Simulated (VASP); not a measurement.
Data:

```xyz
1
Lattice="0.0000 3.0053 3.0053 3.0053 0.0000 3.0053 3.0053 3.0053 0.0000" Properties=species:S:1:pos:R:3 pbc="T T T"
Sr     0.0000     0.0000     0.0000
```

The numbers are results of revTPSS meta-GGA, VASP's PBE PAW potentials (set 64) (plane waves; VASP), not measurements. Run with 520 eV cut-off, 10×10×10 Γ-centred mesh, first-order Methfessel-Paxton smearing of 0.10 eV, potentials Sr_sv.

Problem. What does the run give for the energy per atom (σ→0), band gap (on the k-mesh) with the smallest direct gap where there is one?

Solution. 
```yaml
band gap (on the k-mesh): none (metal, semimetal or under 0.01 eV)
energy per atom (σ→0): 7.970 eV/atom
```

Total energies compare only between runs with the same potentials, cut-off and functional.

The compound is Sr in the fcc structure. It was relaxed first. The start is the result of an earlier pass.
